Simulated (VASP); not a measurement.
These are r2SCAN meta-GGA, VASP's PBE PAW potentials (set 64) (plane waves; VASP) values and carry that method's errors.

VASP input:

File POSCAR:
```
CdBr2
1
    4.0077236476     0.0000000000     0.0000000000
   -2.0038618238     3.4707900632     0.0000000000
    0.0000000000     0.0000000000    12.9264506063
Cd Br
2 4
Direct
  0.6666670000   0.3333330000   0.8750008148
  0.3333330000   0.6666670000   0.3750008148
  0.0000000000   0.0000000000   0.7540116564
  0.0000000000   0.0000000000   0.2540116564
  0.3333330000   0.6666670000   0.9959775288
  0.6666670000   0.3333330000   0.4959775288
```

**KPOINTS**
```
Automatic
0
Gamma
7 7 2
0 0 0
```

**INCAR**
```
ISIF  =  2
NEDOS  =  601   ! DOS grid
LORBIT  =  11   ! lm-projected
LMAXMIX  =  4
LWAVE  =  .False.
PREC  =  Accurate
LREAL  =  .False.   ! projection in real space or not
SYSTEM  =  CdBr2
LEFG  =  .True.
NELM  =  100   ! most electronic steps
LASPH  =  .True.   ! aspherical one-centre terms
EDIFF  =  1E-7
ISMEAR  =  -5
METAGGA  =  R2SCAN
LMIXTAU  =  .True.
ENCUT  =  400   ! plane-wave cut-off (eV)
LCHARG  =  .False.
ALGO  =  Normal   ! blocked Davidson
```

File KPOINTS_OPT:
```
k-points along high-symmetry lines
6
Line-mode
Reciprocal
  0.000000   0.000000   0.000000 ! GAMMA
  0.500000   0.000000   0.000000 ! M

  0.500000   0.000000   0.000000 ! M
  0.333333   0.333333   0.000000 ! K

  0.333333   0.333333   0.000000 ! K
  0.000000   0.000000   0.000000 ! GAMMA

  0.000000   0.000000   0.000000 ! GAMMA
  0.000000   0.000000   0.500000 ! A

  0.000000   0.000000   0.500000 ! A
  0.500000   0.000000   0.500000 ! L

  0.500000   0.000000   0.500000 ! L
  0.333333   0.333333   0.500000 ! H

  0.333333   0.333333   0.500000 ! H
  0.000000   0.000000   0.500000 ! A

  0.500000   0.000000   0.500000 ! L
  0.500000   0.000000   0.000000 ! M

  0.333333   0.333333   0.500000 ! H
  0.333333   0.333333   0.000000 ! K
```

POTCAR, in this order: Cd Br (PBE.64 set). Program: vasp_std.

The run wrote:

File OUTCAR:
```
 ion  position               nearest neighbor table
   1  0.667  0.333  0.875-   5 2.79   5 2.79   5 2.79   3 2.79   3 2.79   3 2.79
   2  0.333  0.667  0.375-   6 2.79   6 2.79   6 2.79   4 2.79   4 2.79   4 2.79
   3  0.000  0.000  0.754-   1 2.79   1 2.79   1 2.79
   4  0.000  0.000  0.254-   2 2.79   2 2.79   2 2.79
   5  0.333  0.667  0.996-   1 2.79   1 2.79   1 2.79
   6  0.667  0.333  0.496-   2 2.79   2 2.79   2 2.79
  LATTYP: Found a hexagonal cell.
 ALAT       =     4.0077236476
 C/A-ratio  =     3.2253847178
 Subroutine PRICEL returns:
 Original cell was already a primitive cell.
 Subroutine GETGRP returns: Found 12 space group operations
The static configuration has the point symmetry C_3v.
 The point group associated with its full space group is C_6v.
The dynamic configuration has the point symmetry C_3v.
 Subroutine INISYM returns: Found 12 space group operations
 Subroutine IBZKPT returns following result:
 Found     16 irreducible k-points:

 Following reciprocal coordinates:
            Coordinates               Weight
  0.000000  0.000000  0.000000      1.000000
  0.142857 -0.000000  0.000000      6.000000
  0.285714 -0.000000  0.000000      6.000000
  0.428571 -0.000000  0.000000      6.000000
  0.142857  0.142857  0.000000      6.000000
  0.285714  0.142857  0.000000     12.000000
  0.428571  0.142857  0.000000      6.000000
  0.285714  0.285714  0.000000      6.000000
  0.000000  0.000000  0.500000      1.000000
  0.142857 -0.000000  0.500000      6.000000
  0.285714 -0.000000  0.500000      6.000000
  0.428571 -0.000000  0.500000      6.000000
  0.142857  0.142857  0.500000      6.000000
  0.285714  0.142857  0.500000     12.000000
  0.428571  0.142857  0.500000      6.000000
  0.285714  0.285714  0.500000      6.000000
   k-points           NKPTS =     16   k-points in BZ     NKDIM =     16   number of bands    NBANDS=     31
   number of dos      NEDOS =    601   number of ions     NIONS =      6
   total plane-waves  NPLWV =  65856
   dimension x,y,z NGX =    28 NGY =   28 NGZ =   84
   dimension x,y,z NGXF=    56 NGYF=   56 NGZF=  168
   ions per type =               2   4
   PREC   = accura    normal or accurate (medium, high low for compatibility)
   ISTART =      0    job   : 0-new  1-cont  2-samecut
   ICHARG =      2    charge: 1-file 2-atom 10-const
   ISPIN  =      1    spin polarized calculation?
   LNONCOLLINEAR =      F non collinear calculations
   LSORBIT =      F    spin-orbit coupling
   INIWAV =      1    electr: 0-lowe 1-rand  2-diag
   ENCUT  =  400.0 eV  29.40 Ry    5.42 a.u.   6.54  6.54 21.08*2*pi/ulx,y,z
   NELM   =    100;   NELMIN=  2; NELMDL= -5     # of ELM steps
   EDIFF  = 0.1E-06   stopping-criterion for ELM
   LREAL  =      F    real-space projection
   NLSPLINE    = F    spline interpolate recip. space projectors
   LMAXMIX     =    4 max onsite mixed and CHGCAR
   VOSKOWN=      0    Vosko Wilk Nusair interpolation
   EDIFFG = 0.1E-05   stopping-criterion for IOM
   NSW    =      0    number of steps for IOM
   NBLOCK =      1;   KBLOCK =      1    inner block; outer block
   IBRION =     -1    ionic relax: 0-MD 1-quasi-New 2-CG
   NFREE  =      0    steps in history (QN), initial steepest desc. (CG)
   ISIF   =      2    stress and relaxation
   ISYM   =      2    0-nonsym 1-usesym 2-fastsym
   TEIN   =    0.0    initial temperature
   TEBEG  =    0.0;   TEEND  =   0.0 temperature during run
   SMASS  =  -3.00    Nose mass-parameter (am)
   PSTRESS=    0.0 pullay stress
   NELECT =      52.0000    total number of electrons
   EFERMI =   0.00;   METHOD = LEGACY
   ISMEAR =    -5;   SIGMA  =   0.20  broadening in eV -4-tet -1-fermi 0-gaus
   IALGO  =     38    algorithm
   LDIAG  =      T    sub-space diagonalisation (order eigenvalues)
   IMIX   =      4    mixing-type and parameters
...
```

OSZICAR:
```
       N       E                     dE             d eps       ncg     rms          rms(c)
DAV:   1     0.246871840862E+03    0.24687E+03   -0.21329E+04  1000   0.123E+03
DAV:   2    -0.884284879672E+02   -0.33530E+03   -0.32924E+03  1191   0.311E+02
DAV:   3    -0.112632954727E+03   -0.24204E+02   -0.24119E+02  1153   0.848E+01
DAV:   4    -0.112881409376E+03   -0.24845E+00   -0.24825E+00  1146   0.890E+00
DAV:   5    -0.112884290840E+03   -0.28815E-02   -0.28813E-02  1181   0.888E-01    0.938E+00
DAV:   6    -0.106507262582E+03    0.63770E+01   -0.66425E+00  1140   0.294E+01    0.111E+01
DAV:   7    -0.105983663651E+03    0.52360E+00   -0.37430E-01  1160   0.418E+00    0.939E+00
DAV:   8    -0.105321705564E+03    0.66196E+00   -0.12657E-01  1069   0.308E+00    0.431E+00
DAV:   9    -0.100399717588E+03    0.49220E+01   -0.96480E-01   992   0.647E+00    0.175E+00
DAV:  10    -0.100158587957E+03    0.24113E+00   -0.13090E-01   992   0.272E+00    0.158E+00
DAV:  11    -0.998965016612E+02    0.26209E+00   -0.23098E-02  1176   0.109E+00    0.119E+00
DAV:  12    -0.994768687174E+02    0.41963E+00   -0.42822E-01  1076   0.389E+00    0.610E-01
DAV:  13    -0.994847193577E+02   -0.78506E-02   -0.41976E-03  1139   0.342E-01    0.647E-01
DAV:  14    -0.994845359948E+02    0.18336E-03   -0.92110E-05  1125   0.654E-02    0.654E-01
DAV:  15    -0.995202185564E+02   -0.35683E-01   -0.10942E-02  1020   0.785E-01    0.871E-01
DAV:  16    -0.995523744447E+02   -0.32156E-01   -0.61136E-02  1006   0.184E+00    0.148E+00
DAV:  17    -0.995589813658E+02   -0.66069E-02   -0.35673E-03  1167   0.335E-01    0.169E+00
DAV:  18    -0.995594947339E+02   -0.51337E-03   -0.31666E-05  1168   0.327E-02    0.170E+00
DAV:  19    -0.995717136234E+02   -0.12219E-01   -0.66711E-03   999   0.624E-01    0.185E+00
DAV:  20    -0.995671427120E+02    0.45709E-02   -0.14587E-03  1160   0.246E-01    0.174E+00
DAV:  21    -0.995679461883E+02   -0.80348E-03   -0.92041E-05  1146   0.589E-02    0.178E+00
DAV:  22    -0.995671388268E+02    0.80736E-03   -0.10163E-04  1125   0.473E-02    0.172E+00
DAV:  23    -0.995587728367E+02    0.83660E-02   -0.14168E-02  1125   0.511E-01    0.960E-01
DAV:  24    -0.995597894774E+02   -0.10166E-02   -0.31712E-03  1076   0.288E-01    0.769E-01
DAV:  25    -0.995600951804E+02   -0.30570E-03   -0.16973E-04  1111   0.842E-02    0.793E-01
DAV:  26    -0.995588378688E+02    0.12573E-02   -0.63659E-03  1080   0.385E-01    0.416E-01
DAV:  27    -0.995596387703E+02   -0.80090E-03   -0.20886E-03  1062   0.266E-01    0.263E-01
DAV:  28    -0.995599419354E+02   -0.30317E-03   -0.14737E-04  1125   0.681E-02    0.210E-01
DAV:  29    -0.995601532166E+02   -0.21128E-03   -0.38756E-04  1048   0.116E-01    0.141E-01
DAV:  30    -0.995601957065E+02   -0.42490E-04   -0.34442E-05  1160   0.349E-02    0.121E-01
DAV:  31    -0.995601524224E+02    0.43284E-04   -0.26392E-05  1048   0.356E-02    0.645E-02
DAV:  32    -0.995601814547E+02   -0.29032E-04   -0.38333E-05  1013   0.446E-02    0.384E-02
DAV:  33    -0.995602042124E+02   -0.22758E-04   -0.78400E-06  1006   0.221E-02    0.185E-02
DAV:  34    -0.995602032532E+02    0.95925E-06   -0.57969E-06  1132   0.157E-02    0.619E-03
DAV:  35    -0.995602116367E+02   -0.83836E-05   -0.42050E-07  1041   0.522E-03    0.423E-03
DAV:  36    -0.995602117948E+02   -0.15802E-06   -0.11573E-07   678   0.296E-03    0.314E-03
DAV:  37    -0.995602131001E+02   -0.13054E-05   -0.44003E-08   650   0.157E-03    0.338E-03
DAV:  38    -0.995602128778E+02    0.22230E-06   -0.13163E-08   545   0.829E-04    0.296E-03
DAV:  39    -0.995602129719E+02   -0.94101E-07   -0.18307E-08   538   0.691E-04
   1 F= -.99560213E+02 E0= -.99560213E+02  d E =0.000000E+00
       N       E                     dE             ncg
       N       E                     dE             ncg
       N       E                     dE             ncg
       N       E                     dE             ncg
```

### OUTCAR
```
------------------------ aborting loop because EDIFF is reached ----------------------------------------
  FORCE on cell =-STRESS in cart. coord.  units (eV):
  Direction    XX          YY          ZZ          XY          YZ          ZX
  --------------------------------------------------------------------------------------
  Total        0.0599305      0.0599305      0.0030476      0.0000000      0.0000000      0.0000000
  in kB        0.5340150      0.5340148      0.0271555      0.0000000      0.0000000      0.0000000
  external PRESSURE =       0.3650618 kB  Pullay stress =       0.0000000 kB
  volume of cell :      179.81
      direct lattice vectors                 reciprocal lattice vectors
     4.007723648  0.000000000  0.000000000     0.249518202  0.144059419  0.000000000
    -2.003861824  3.470790063  0.000000000     0.000000000  0.288118838  0.000000000
     0.000000000  0.000000000 12.926450606     0.000000000  0.000000000  0.077360757
 POSITION                                       TOTAL-FORCE (eV/Angst)
 -----------------------------------------------------------------------------------
      2.00386      1.15693     11.31065         0.000000      0.000000     -0.002383
     -0.00000      2.31386      4.84743         0.000000     -0.000000     -0.002383
      0.00000      0.00000      9.74669        -0.000000      0.000000     -0.013756
      0.00000      0.00000      3.28347         0.000000      0.000000     -0.013756
     -0.00000      2.31386     12.87445        -0.000000      0.000000      0.016139
      2.00386      1.15693      6.41123         0.000000     -0.000000      0.016139
 -----------------------------------------------------------------------------------
    total drift:                                0.000386     -0.000223     -0.000487
  FREE ENERGIE OF THE ION-ELECTRON SYSTEM (eV)
  ---------------------------------------------------
  free  energy   TOTEN  =       -99.5602129719 eV

  energy  without entropy=      -99.5602129719  energy(sigma->0) =      -99.56021297

 total charge

# of ion       s       p       d       tot
------------------------------------------
    1        0.327   0.224   9.620  10.171
    2        0.327   0.224   9.620  10.171
    3        1.610   3.274   0.013   4.898
    4        1.610   3.274   0.013   4.898
    5        1.610   3.275   0.013   4.898
    6        1.610   3.275   0.013   4.898
--------------------------------------------------
tot          7.094  13.546  19.292  39.933

 Electric field gradients after diagonalization (V/A^2)
 (convention: |V_zz| > |V_xx| > |V_yy|)
----------------------------------------------------------------------
 ion       V_xx      V_yy      V_zz     asymmetry (V_yy - V_xx)/ V_zz
----------------------------------------------------------------------
   1      -5.139    -5.134    10.274       0.000
   2      -5.139    -5.134    10.274       0.000
   3      21.970    21.968   -43.938       0.000
   4      21.970    21.968   -43.938       0.000
   5      21.882    21.881   -43.763       0.000
   6      21.882    21.881   -43.763       0.000
```
(Selected blocks of OUTCAR.)

The path is coarsely sampled, so an indirect gap can come out somewhat too large.

The structure comes from a computed database's CdBr2 entry (P6_3mc); how it stands against other phases isn't given here. It was relaxed first.
